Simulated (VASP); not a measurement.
**TaAu (space group P4/mmm): computed properties**

Calculation: PBEsol GGA, VASP's PBE PAW potentials (set 64) (plane waves; VASP 6.6.1).

For TaAu, the space group is P4/mmm (123) and the cell comes out as a = b = 2.870 Å, c = 4.119 Å, α = β = γ = 90.00°. The volume per atom comes out as 16.97 Å^3/atom. The band gap (over mesh and band path) is none (metal, semimetal or under 0.01 eV). The Hill bulk modulus is 220 GPa. The Hill shear modulus comes out as 89.1 GPa and the Poisson's ratio comes out as 0.321. The band gap with spin-orbit coupling is none (metallic) and the density is 18.49 g/cm³. The optical Γ-point spectrum is 108 (×2), 149 cm⁻¹, the C11 comes out as 346 GPa and the C12 comes out as 133 GPa. The C13 is 175 GPa and the C33 comes out as 318 GPa. The C44 comes out as 135 GPa and the C66 is 42.7 GPa.

```cif
data_AuTa
_chemical_formula_sum 'Ta1 Au1'
_space_group_name_H-M_alt 'P4/mmm'
_space_group_IT_number 123
_space_group_name_Hall '-P 4 2'
_cell_length_a 2.87029
_cell_length_b 2.87029
_cell_length_c 4.11855
_cell_angle_alpha 90.000
_cell_angle_beta 90.000
_cell_angle_gamma 90.000
loop_
_atom_site_label
_atom_site_type_symbol
_atom_site_symmetry_multiplicity
_atom_site_Wyckoff_symbol
_atom_site_fract_x
_atom_site_fract_y
_atom_site_fract_z
_atom_site_occupancy
Ta1 Ta 1 d 0.50000 0.50000 0.50000 1
Au1 Au 1 a 0.00000 0.00000 0.00000 1
```

Finite-difference elastic constants of metals are sensitive to mesh and smearing; shear constants can be off by tens of GPa. Unless said otherwise, spin-orbit coupling is left out, though it shifts the bands of the heavy elements here.

The structure comes from a computed database's TaAu entry (P4/mmm); how it stands against other phases isn't given here. It was relaxed first. Symmetry was kept, so distortions that lower it aren't found.
